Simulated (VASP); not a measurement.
An input for Quantum ESPRESSO's pw.x (written as the equivalent of a VASP run, and not itself run):

```
&CONTROL
  calculation = 'scf'
  pseudo_dir = './pseudo'
  outdir = './out'
  tprnfor = .true.
  tstress = .true.
/
&SYSTEM
  ibrav = 0
  nat = 2
  ntyp = 2
  ecutwfc = 96
  occupations = 'smearing'
  smearing = 'methfessel-paxton'
  degauss = 0.00735
  input_dft = 'pz'
/
&ELECTRONS
  conv_thr = 7.3e-09
  electron_maxstep = 100
/
ATOMIC_SPECIES
  Ga 69.723 Ga.upf
  Co 58.933 Co.upf
CELL_PARAMETERS angstrom
     2.8392781    0.0000000    0.0000000
     0.0000000    2.8392781    0.0000000
     0.0000000    0.0000000    2.8392781
ATOMIC_POSITIONS crystal
  Ga   0.5000000  0.5000000  0.5000000
  Co   0.0000000  0.0000000  0.0000000
K_POINTS automatic
  13 13 13 0 0 0
```

Q: Write the VASP files for the same calculation (LDA).

A: Several could match; the one computed here: 
### INCAR
```
# general
SYSTEM =CoGa
PREC   =Accurate
ENCUT  =520
LREAL  =.False.   # projection in real space or not
LASPH  =.True.   # aspherical one-centre terms

# electronic loop
EDIFF  =1E-7   # SCF stop (eV)
NELM   =100   # most electronic steps
ALGO   =Normal
LMAXMIX=4   # l cut-off of mixed one-centre charges

# smearing
ISMEAR =1   # Methfessel-Paxton
SIGMA  =0.1   # width (eV)

# ions
ISIF   =2

# output
LWAVE  =.False.
LCHARG =.False.
```

File POSCAR:
```
CoGa
1
    2.8392780672     0.0000000000     0.0000000000
    0.0000000000     2.8392780672     0.0000000000
    0.0000000000     0.0000000000     2.8392780672
Ga Co
1 1
Direct
  0.5000000000   0.5000000000   0.5000000000
  0.0000000000   0.0000000000   0.0000000000
```

KPOINTS:
```
Automatic mesh
0
Gamma
13 13 13
0 0 0
```

POTCAR, in this order: Ga_d Co (LDA.64 set). Program: vasp_std.

Limits of the translation: the potentials are each code's own (VASP's PAW set, PseudoDojo norm-conserving files in pw.x), so ENCUT and ecutwfc are chosen apart and not converted; conv_thr bounds pw.x's estimated SCF error, while EDIFF bounds the energy change between steps.

The compound is CoGa in the CsCl type structure. This cell is one point of a volume scan, at 1.03 of the reference volume.
